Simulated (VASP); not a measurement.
Here is the system:

```
CELL_PARAMETERS angstrom
      2.19874    -3.80833     0.00000
      2.19874     3.80833     0.00000
      0.00000     0.00000     7.15872
ATOMIC_POSITIONS crystal
  Cd 0.66667 0.33333 0.50011
  Cd 0.33333 0.66667 0.00011
  Se 0.66667 0.33333 0.87589
  Se 0.33333 0.66667 0.37589
```

Computed with PBE GGA, VASP's PBE PAW potentials (set 64) (plane waves; VASP). Run with 520 eV cut-off, 4×4×4 Γ-centred mesh, Gaussian smearing of 0.050 eV, potentials Cd Se.

What does the run give for the energy per atom (σ→0)?

The energy per atom (σ→0) is -2.738 eV/atom.

The absolute energy has meaning only against runs of the same code, potentials and settings.

The compound is CdSe in the wurtzite structure. It was relaxed first, which changed the volume by +7 %.
